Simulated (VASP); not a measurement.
Input:

```yaml
crystal:
  lattice:
    - [0.00000, 2.14193, 2.14193]
    - [2.14193, 0.00000, 2.14193]
    - [2.14193, 2.14193, 0.00000]
  atoms:
    - { symbol: Mg, position: [0.00000, 0.00000, 0.00000] }
    - { symbol: O, position: [0.50000, 0.50000, 0.50000] }
```

Calculation: PBE GGA with D3 dispersion (Becke-Johnson damping), VASP's PBE PAW potentials (set 64) (plane waves; VASP). Run with 520 eV cut-off, 11×11×11 Γ-centred mesh, Gaussian smearing of 0.050 eV, potentials Mg O.

### Question
Estimate the energy per atom (σ→0), pressure, band gap (on the k-mesh) with the smallest direct gap where there is one.

### Answer

```json
{
  "band gap (on the k-mesh)": "4.25 eV",
  "smallest direct gap (on the k-mesh)": "4.25 eV",
  "energy per atom (σ→0)": "-6.231 eV/atom",
  "pressure": "-8.41 GPa"
}
```

Total energies compare only between runs with the same potentials, cut-off and functional.

The compound is MgO in the rock salt structure. This cell is one point of a volume scan, at 1.06 of the reference volume.
